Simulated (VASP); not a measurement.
Level of theory: PBEsol GGA, VASP's PBE PAW potentials (set 64) (plane waves; VASP 6.6.1).

A VASP calculation is set up with these files.

**POSCAR**
```
CaMg3O4
1
    4.3992455563    -0.0000000000    -0.0000000000
    0.0000000000     4.3992455563     0.0000000000
    0.0000000000     0.0000000000     4.3992455563
Mg O Ca
3 4 1
Direct
  0.0000000000   0.0000000000   0.0000000000
  0.5000000000   0.5000000000   0.0000000000
  0.5000000000   0.0000000000   0.5000000000
  0.5000000000   0.5000000000   0.5000000000
  0.0000000000   0.0000000000   0.5000000000
  0.0000000000   0.5000000000   0.0000000000
  0.5000000000   0.0000000000   0.0000000000
  0.0000000000   0.5000000000   0.5000000000
```

KPOINTS:
```
Automatic mesh
0
Gamma
5 5 5
0 0 0
```

**INCAR**
```
# general
SYSTEM  =  CaMg3O4
PREC    =  Accurate
ENCUT   =  520
LREAL   =  .False.
LASPH   =  .True.

# electronic loop
EDIFF   =  1E-6
NELM    =  100
ALGO    =  Normal

# smearing
ISMEAR  =  0
SIGMA   =  0.05

# functional
GGA     =  PS

# ions
IBRION  =  2
NSW     =  60
ISIF    =  3
EDIFFG  =  -0.02

# output
LWAVE   =  .False.
LCHARG  =  .False.
```

POTCAR, in this order: Mg O Ca_sv (PBE.64 set). Program: vasp_std.

Output of the run:

### OUTCAR
```
 ion  position               nearest neighbor table
   1  0.000  0.000  0.000-   5 2.20   6 2.20   7 2.20   5 2.20   6 2.20   7 2.20   3 3.11   3 3.11
                             8 3.11   2 3.11   2 3.11   8 3.11   8 3.11   2 3.11   3 3.11   8 3.11
   2  0.500  0.500  0.000-   4 2.20   6 2.20   7 2.20   4 2.20   7 2.20   6 2.20   3 3.11   3 3.11
                             8 3.11   1 3.11   3 3.11   1 3.11   3 3.11   1 3.11   8 3.11   8 3.11
   3  0.500  0.000  0.500-   4 2.20   5 2.20   7 2.20   7 2.20   4 2.20   5 2.20   1 3.11   2 3.11
                             2 3.11   2 3.11   1 3.11   8 3.11   2 3.11   1 3.11   8 3.11   8 3.11
   4  0.500  0.500  0.500-   2 2.20   3 2.20   8 2.20   2 2.20   3 2.20   8 2.20
   5  0.000  0.000  0.500-   1 2.20   3 2.20   8 2.20   1 2.20   8 2.20   3 2.20
   6  0.000  0.500  0.000-   1 2.20   2 2.20   8 2.20   8 2.20   1 2.20   2 2.20
   7  0.500  0.000  0.000-   1 2.20   2 2.20   3 2.20   3 2.20   2 2.20   1 2.20
   8  0.000  0.500  0.500-   4 2.20   5 2.20   6 2.20   6 2.20   5 2.20   4 2.20   1 3.11   2 3.11
                             1 3.11   1 3.11   3 3.11   2 3.11   1 3.11   2 3.11   3 3.11   3 3.11
  LATTYP: Found a simple cubic cell.
 ALAT       =     4.3992455563
 Subroutine PRICEL returns:
 Original cell was already a primitive cell.
 Subroutine GETGRP returns: Found 48 space group operations
The static configuration has the point symmetry D_4h.
 The point group associated with its full space group is O_h .
The dynamic configuration has the point symmetry D_4h.
 Subroutine INISYM returns: Found 48 space group operations
 Subroutine IBZKPT returns following result:
 Found     10 irreducible k-points:

...
```

OSZICAR:
```
       N       E                     dE             d eps       ncg     rms          rms(c)
DAV:   1     0.328770299038E+03    0.32877E+03   -0.20821E+04   508   0.153E+03
DAV:   2    -0.319266806000E+02   -0.36070E+03   -0.35505E+03   637   0.373E+02
DAV:   3    -0.550962495503E+02   -0.23170E+02   -0.23114E+02   664   0.104E+02
DAV:   4    -0.561503471416E+02   -0.10541E+01   -0.10532E+01   872   0.141E+01
DAV:   5    -0.561562150829E+02   -0.58679E-02   -0.58674E-02   629   0.110E+00    0.140E+01
DAV:   6    -0.502418935810E+02    0.59143E+01   -0.31597E+01   561   0.340E+01    0.526E+00
DAV:   7    -0.499958388021E+02    0.24605E+00   -0.12225E+00   654   0.946E+00    0.296E+00
DAV:   8    -0.498457583487E+02    0.15008E+00   -0.42259E-01   644   0.671E+00    0.568E-01
DAV:   9    -0.498418572154E+02    0.39011E-02   -0.56733E-02   675   0.205E+00    0.266E-01
DAV:  10    -0.498412915159E+02    0.56570E-03   -0.64659E-03   594   0.782E-01    0.127E-01
DAV:  11    -0.498413273903E+02   -0.35874E-04   -0.16648E-03   685   0.342E-01    0.442E-02
DAV:  12    -0.498413075161E+02    0.19874E-04   -0.38799E-04   598   0.164E-01    0.229E-02
DAV:  13    -0.498413022801E+02    0.52360E-05   -0.54558E-05   655   0.671E-02    0.751E-03
DAV:  14    -0.498413024957E+02   -0.21561E-06   -0.71058E-06   627   0.202E-02
   1 F= -.49841302E+02 E0= -.49841302E+02  d E =-.498413E+02
```

**OUTCAR**
```
------------------------ aborting loop because EDIFF is reached ----------------------------------------
  FORCE on cell =-STRESS in cart. coord.  units (eV):
  Direction    XX          YY          ZZ          XY          YZ          ZX
  --------------------------------------------------------------------------------------
  Total        0.0048692      0.0048692      0.0048692     -0.0000000      0.0000000      0.0000000
  in kB        0.0916296      0.0916296      0.0916296     -0.0000000      0.0000000      0.0000000
  external PRESSURE =       0.0916296 kB  Pullay stress =       0.0000000 kB
  volume of cell :       85.14
      direct lattice vectors                 reciprocal lattice vectors
     4.399245556  0.000000000  0.000000000     0.227311703  0.000000000  0.000000000
     0.000000000  4.399245556  0.000000000     0.000000000  0.227311703  0.000000000
     0.000000000  0.000000000  4.399245556     0.000000000  0.000000000  0.227311703
 POSITION                                       TOTAL-FORCE (eV/Angst)
 -----------------------------------------------------------------------------------
      0.00000      0.00000      0.00000         0.000000      0.000000      0.000000
      2.19962      2.19962      0.00000         0.000000      0.000000      0.000000
      2.19962      0.00000      2.19962         0.000000      0.000000      0.000000
      2.19962      2.19962      2.19962         0.000000      0.000000      0.000000
      0.00000      0.00000      2.19962         0.000000      0.000000      0.000000
      0.00000      2.19962      0.00000         0.000000      0.000000      0.000000
      2.19962      0.00000      0.00000         0.000000      0.000000      0.000000
      0.00000      2.19962      2.19962         0.000000      0.000000      0.000000
 -----------------------------------------------------------------------------------
    total drift:                                0.000000      0.000000     -0.000000
  FREE ENERGIE OF THE ION-ELECTRON SYSTEM (eV)
  ---------------------------------------------------
  free  energy   TOTEN  =       -49.8413024957 eV

  energy  without entropy=      -49.8413024957  energy(sigma->0) =      -49.84130250

 reached required accuracy - stopping structural energy minimisation
```
(Selected blocks of OUTCAR.)

The structure was generated: CaMg3O4 was put into an ordered model structure (Pm-3m), which need not be its known phase. It was relaxed first. The start is the result of an earlier pass.
